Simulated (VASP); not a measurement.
Input:

```yaml
crystal:
  lattice:
    - [1.83090, -3.17121, 0.00000]
    - [1.83090, 3.17121, 0.00000]
    - [0.00000, 0.00000, 5.76300]
  atoms:
    - { symbol: Dy, position: [0.33333, 0.66667, 0.25000] }
    - { symbol: Dy, position: [0.66667, 0.33333, 0.75000] }
```

The numbers are results of PBE GGA, VASP's PBE PAW potentials (set 64) (plane waves; VASP), not measurements. Run with 400 eV cut-off, 8×8×5 Γ-centred mesh, first-order Methfessel-Paxton smearing of 0.10 eV, potentials Dy_3.

The 4f electrons are frozen in the core of the lanthanide potential, so 4f levels, which can set the real gap, and their magnetism are missing. Gaps are read on the run's mesh, which can miss a band edge.

Estimate the energy per atom (σ→0), pressure, band gap (on the k-mesh) with the smallest direct gap where there is one.

| Quantity | Value |
|---|---|
| band gap (on the k-mesh) | none (metal, semimetal or under 0.01 eV) |
| energy per atom (σ→0) | -4.516 eV/atom |
| pressure | -1.79 GPa |

The compound is Dy in the hcp structure. The cell was not relaxed at this level. The run is one of a series of settings (KPOINTS 8×8×5 Γ-centred mesh against the base run), some of them coarse on purpose.
